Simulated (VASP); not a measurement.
An input for Quantum ESPRESSO's pw.x (written as the equivalent of a VASP run, and not itself run):

```
&CONTROL
  calculation = 'scf'
  pseudo_dir = './pseudo'
  outdir = './out'
  tprnfor = .true.
  tstress = .true.
/
&SYSTEM
  ibrav = 0
  nat = 5
  ntyp = 3
  ecutwfc = 84
  occupations = 'tetrahedra'
  input_dft = 'vdw-df-cx'
/
&ELECTRONS
  conv_thr = 7.3e-09
  electron_maxstep = 100
/
ATOMIC_SPECIES
  Ba 137.327 Ba.upf
  Hf 178.490 Hf.upf
  O 15.999 O.upf
CELL_PARAMETERS angstrom
     4.1637320   -0.0000000    0.0000000
     0.0000000    4.1637320    0.0000000
    -0.0000000   -0.0000000    4.1637320
ATOMIC_POSITIONS crystal
  Ba   0.0000000  0.0000000  0.0000000
  Hf   0.5000000  0.5000000  0.5000000
  O    0.5000000  0.0000000  0.5000000
  O    0.0000000  0.5000000  0.5000000
  O    0.5000000  0.5000000  0.0000000
K_POINTS automatic
  6 6 6 0 0 0
```

### Question
Write the VASP files for the same calculation (vdW-DF-cx).

### Answer
This is not unique; one that fits is 
INCAR:
```
# general
SYSTEM   = BaHfO3
PREC     = Accurate
ENCUT    = 520   # plane-wave cut-off (eV)
LREAL    = .FALSE.
LASPH    = .TRUE.   # aspherical one-centre terms

# electronic loop
EDIFF    = 1E-7
NELM     = 100   # most electronic steps
ALGO     = Normal   # blocked Davidson
LMAXMIX  = 6

# smearing
ISMEAR   = -5

# functional
GGA      = CX
LUSE_VDW = .TRUE.
AGGAC    = 0.0

# ions
ISIF     = 2

# output
LWAVE    = .FALSE.
LCHARG   = .TRUE.
LORBIT   = 11   # lm-projected
NEDOS    = 601   # DOS grid
```

KPOINTS:
```
Automatic mesh
0
Gamma
6 6 6
0 0 0
```

**POSCAR**
```
BaHfO3
1
    4.1637319729    -0.0000000000     0.0000000000
    0.0000000000     4.1637319729     0.0000000000
   -0.0000000000    -0.0000000000     4.1637319729
Ba Hf O
1 1 3
Direct
  0.0000000000   0.0000000000   0.0000000000
  0.5000000000   0.5000000000   0.5000000000
  0.5000000000   0.0000000000   0.5000000000
  0.0000000000   0.5000000000   0.5000000000
  0.5000000000   0.5000000000   0.0000000000
```

POTCAR, in this order: Ba_sv Hf_pv O (PBE.64 set). Program: vasp_std.

The two are equivalent in intent, not identical: the potentials are each code's own (VASP's PAW set, PseudoDojo norm-conserving files in pw.x), so ENCUT and ecutwfc are chosen apart and not converted; conv_thr bounds pw.x's estimated SCF error, while EDIFF bounds the energy change between steps.

The compound is BaHfO3 in the cubic perovskite structure. It was relaxed first.
